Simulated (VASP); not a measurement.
A run of VASP 6.6.1:

Contents of INCAR:

```
PREC = Accurate
ENCUT = 520
EDIFF = 1E-7
ISMEAR = 0
SIGMA = 0.05
LREAL = F
LASPH = T
NELM = 80
ALGO = Normal
ISIF = 2
LWAVE = F
LCHARG = F
LDIPOL = T
IDIPOL = 3
DIPOL = 0.5 0.5 0.500
GGA = PS
IBRION = 2
NSW = 40
EDIFFG = -0.01
```

KPOINTS

```
Automatic mesh
0
Gamma
  11 11 1
```

File POSCAR:

```
Li4Rh3
1.0
    2.6523004602      0.0000000000      0.0000000000
   -1.3261502301      2.2969595770      0.0000000000
    0.0000000000      0.0000000000     27.9798132300
Li Rh
4 3
Selective dynamics
Direct
    0.0000000000      0.0000000000      0.2680503954  F F F
    0.0000000000      0.0000000000      0.4226834651  F F F
    0.0000000000      0.0000000000      0.5773165349  T T T
    0.0000000000      0.0000000000      0.7319496046  T T T
    0.6666666700      0.3333333400      0.3453669303  F F F
    0.6666666700      0.3333333400      0.5000000000  T T T
    0.6666666700      0.3333333400      0.6546330697  T T T
```

Potentials or basis: VASP PAW PBE potentials, release 64 (Li_sv, Rh_pv).

Command:

```bash
$ cat potpaw_PBE.64/Li_sv/POTCAR potpaw_PBE.64/Rh_pv/POTCAR > POTCAR
$ mpirun -np 1 vasp_std > vasp.out
```

Hardware: 1 thread of Intel(R) Xeon(R) Platinum 8488C (Sapphire Rapids), with other jobs on the host.

**Question.** How long does it take, and how much memory?

**Answer.** It took 21 min on 1 thread of Intel(R) Xeon(R) Platinum 8488C (Sapphire Rapids), on a shared host, peak memory 0.33 GiB. Counts: scf iterations 295, k points 16, ion steps 17.
